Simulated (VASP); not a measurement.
Output of a VASP run:

OSZICAR:
```
...
DAV:   3    -0.106166921387E+02   -0.99510E-03   -0.99510E-03    24   0.101E+00
DAV:   4    -0.106166969578E+02   -0.48190E-05   -0.48190E-05    36   0.546E-02
DAV:   5    -0.106166969593E+02   -0.15661E-08   -0.15661E-08    24   0.965E-04    0.401E+00
DAV:   6    -0.103585952681E+02    0.25810E+00   -0.16227E-01    30   0.231E+00    0.212E+00
DAV:   7    -0.102908159187E+02    0.67779E-01   -0.22893E-01    30   0.288E+00    0.321E-01
DAV:   8    -0.102921339598E+02   -0.13180E-02   -0.41957E-03    24   0.591E-01    0.389E-02
DAV:   9    -0.102920850003E+02    0.48959E-04   -0.13438E-04    36   0.873E-02    0.135E-02
DAV:  10    -0.102920541424E+02    0.30858E-04   -0.13929E-05    24   0.277E-02    0.467E-03
DAV:  11    -0.102920555785E+02   -0.14361E-05   -0.70143E-07    12   0.509E-03    0.102E-03
DAV:  12    -0.102920550345E+02    0.54393E-06   -0.68460E-08    12   0.174E-03
   1 F= -.10292055E+02 E0= -.10292055E+02  d E =-.102921E+02
       N       E                     dE             d eps       ncg     rms          rms(c)
DAV:   1    -0.104030469925E+02   -0.11099E+00   -0.32163E-01    24   0.497E+00    0.154E+00
DAV:   2    -0.103823452794E+02    0.20702E-01   -0.25759E-03    24   0.536E-01    0.849E-01
DAV:   3    -0.103827637268E+02   -0.41845E-03   -0.40412E-03    24   0.558E-01    0.395E-02
DAV:   4    -0.103826945101E+02    0.69217E-04   -0.15196E-04    36   0.127E-01    0.240E-02
DAV:   5    -0.103826290786E+02    0.65431E-04   -0.33282E-05    30   0.300E-02    0.589E-03
DAV:   6    -0.103826339779E+02   -0.48993E-05   -0.18046E-06    24   0.954E-03    0.199E-03
DAV:   7    -0.103826321962E+02    0.17817E-05   -0.10287E-07    12   0.322E-03    0.523E-04
DAV:   8    -0.103826321836E+02    0.12592E-07   -0.28219E-08    12   0.165E-03
   2 F= -.10382632E+02 E0= -.10382632E+02  d E =-.905771E-01
       N       E                     dE             d eps       ncg     rms          rms(c)
DAV:   1    -0.104653821726E+02   -0.82750E-01   -0.45893E-01    30   0.607E+00    0.186E+00
DAV:   2    -0.104372344373E+02    0.28148E-01   -0.27944E-03    24   0.572E-01    0.104E+00
DAV:   3    -0.104359768383E+02    0.12576E-02   -0.58708E-03    36   0.691E-01    0.430E-02
DAV:   4    -0.104358799888E+02    0.96849E-04   -0.73330E-05    30   0.876E-02    0.237E-02
DAV:   5    -0.104358191982E+02    0.60791E-04   -0.39643E-05    30   0.345E-02    0.219E-03
DAV:   6    -0.104358166991E+02    0.24991E-05   -0.54960E-07    18   0.772E-03    0.940E-04
DAV:   7    -0.104358144781E+02    0.22210E-05   -0.13946E-08    12   0.134E-03    0.175E-04
DAV:   8    -0.104358141466E+02    0.33150E-06   -0.44644E-09    12   0.583E-04
   3 F= -.10435814E+02 E0= -.10435814E+02  d E =-.143759E+00
       N       E                     dE             d eps       ncg     rms          rms(c)
DAV:   1    -0.104441964269E+02   -0.83819E-02   -0.65935E-02    36   0.234E+00    0.691E-01
DAV:   2    -0.104400622307E+02    0.41342E-02   -0.35534E-04    30   0.185E-01    0.391E-01
DAV:   3    -0.104401367927E+02   -0.74562E-04   -0.83678E-04    36   0.261E-01    0.152E-02
DAV:   4    -0.104400847142E+02    0.52078E-04   -0.13858E-05    30   0.366E-02    0.807E-03
DAV:   5    -0.104400694776E+02    0.15237E-04   -0.53954E-06    24   0.130E-02    0.118E-03
DAV:   6    -0.104400684547E+02    0.10229E-05   -0.83384E-08    12   0.311E-03    0.587E-04
DAV:   7    -0.104400678316E+02    0.62316E-06   -0.10690E-08    12   0.787E-04
   4 F= -.10440068E+02 E0= -.10440068E+02  d E =-.148013E+00
```

### OUTCAR
```
------------------------ aborting loop because EDIFF is reached ----------------------------------------
  FORCE on cell =-STRESS in cart. coord.  units (eV):
  Direction    XX          YY          ZZ          XY          YZ          ZX
  --------------------------------------------------------------------------------------
  Total        0.0030114      0.0030114      0.0030114      0.0000000      0.0000000     -0.0000000
  in kB        0.3886851      0.3886851      0.3886851      0.0000000      0.0000000     -0.0000000
  external PRESSURE =       0.3886851 kB  Pullay stress =       0.0000000 kB
  volume of cell :       12.41
      direct lattice vectors                 reciprocal lattice vectors
    -0.000000000  1.837739305  1.837739305    -0.272073410  0.272073410  0.272073410
     1.837739305  0.000000000  1.837739305     0.272073410 -0.272073410  0.272073410
     1.837739305  1.837739305  0.000000000     0.272073410  0.272073410 -0.272073410
  FREE ENERGIE OF THE ION-ELECTRON SYSTEM (eV)
  ---------------------------------------------------
  free  energy   TOTEN  =       -10.4400678316 eV

  energy  without entropy=      -10.4400678316  energy(sigma->0) =      -10.44006783

 reached required accuracy - stopping structural energy minimisation
```
(Selected blocks of OUTCAR.)

File POSCAR:
```
LiH
1
    0.0000000000     1.9917480000     1.9917480000
    1.9917480000     0.0000000000     1.9917480000
    1.9917480000     1.9917480000     0.0000000000
Li H
1 1
Direct
  0.0000000000   0.0000000000   0.0000000000
  0.5000000000   0.5000000000   0.5000000000
```

Problem. Reconstruct the remaining input files.

Solution. Several could match; the one computed here: the input of the run itself, PBE GGA, plane waves, VASP's PBE PAW potentials (set 64).

INCAR:
```
! general
SYSTEM = LiH
PREC   = Accurate
ENCUT  = 200   ! plane-wave cut-off (eV)
LREAL  = F   ! projection in real space or not
LASPH  = T

! electronic loop
EDIFF  = 1E-6   ! SCF stop (eV)
NELM   = 100   ! most electronic steps
ALGO   = Normal

! smearing
ISMEAR = 0   ! Gaussian
SIGMA  = 0.01

! functional
GGA    = PE   ! PBE

! ions
IBRION = 2   ! conjugate gradients
NSW    = 50   ! most ionic steps
ISIF   = 3   ! ions, shape and volume
EDIFFG = -0.01   ! ionic stop

! output
LWAVE  = F
LCHARG = F
```

**KPOINTS**
```
Automatic mesh
0
Gamma
2 2 2
0.5 0.5 0.5
```

POTCAR, in this order: Li_sv H (PBE.64 set). Program: vasp_std.

At this cut-off the stress carries a Pulay error, which pulls relaxed volumes low.  Energy and stress use the plane-wave basis of the starting cell.

The structure comes from a computed database's LiH entry; how it stands against other phases isn't given here. This run relaxes it. Symmetry was kept, so distortions that lower it aren't found. The k-mesh is coarse (spacing up to 1.48 per Å, 2π included), so the numbers may not be converged in it. The run is one of a series of settings (EDIFFG = -0.01, ENCUT = 200, IBRION = 2, ISIF = 3, NSW = 50, KPOINTS 2×2×2 Γ-centred mesh shifted by (0.5, 0.5, 0.5) against the base run), some of them coarse on purpose.
